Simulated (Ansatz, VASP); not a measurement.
Two plane-wave programs on NiBO3

```
CELL_PARAMETERS angstrom
2.27118 3.93380 0.00000
-2.27118 3.93380 0.00000
0.00000 -2.62253 4.84454
ATOMIC_POSITIONS crystal
O 0.95163 0.25000 0.75000
O 0.54837 0.95163 0.75000
O 0.25000 0.54837 0.75000
O 0.04837 0.75000 0.25000
O 0.45163 0.04837 0.25000
O 0.75000 0.45163 0.25000
Ni 0.00000 0.00000 0.00000
Ni 0.50000 0.50000 0.50000
B 0.25000 0.25000 0.75000
B 0.75000 0.75000 0.25000
```

The cell was built by a generator and needn't be a form met in nature.

Alike in both runs: task single point; functional PBEsol; k mesh 7 × 7 × 7; no spin polarisation.

```csv
,VASP,Ansatz
version,VASP 6.6.1,Ansatz 0.2.0
potentials or method,"VASP PAW PBE potentials, release 64 (O, Ni, B)",PAW plane waves
plane-wave cutoff (eV),520,420
occupations,"fermi-dirac, width 0.1 eV",fermi-dirac
valence electrons in the cell,62,78
```

Ansatz gave:

| Quantity | Value |
| --- | --- |
| pressure (GPa) | -6.0 |
| largest component of the traceless stress (GPa) | 7.78 |
| rms of the force components (eV/Å) | 0.731 |

Question: Which values does VASP return?

Answer: Pressure (GPa): -5.5; largest component of the traceless stress (GPa): 8.30; rms of the force components (eV/Å): 0.765.

Atom by atom the forces differ by 0.034 eV/Å (rms over components). The two sets of potentials don't hold the same shells in valence. Ansatz warned: «structure_snapped_to_symmetry».

Caveats: the PAW data sets were made with another functional, which shifts forces and pressure a little (VASP); the run has no spin polarisation, though such a crystal can be magnetic; semilocal functionals often make such compounds metallic where correlation or magnetic order opens a gap, which also shifts bond lengths. With open d or f shells a metallic result of PBEsol can be an artefact of self-interaction; +U or a hybrid may open a gap. Spin polarisation is off, so any magnetic state and its effect on volume and gap are missing.
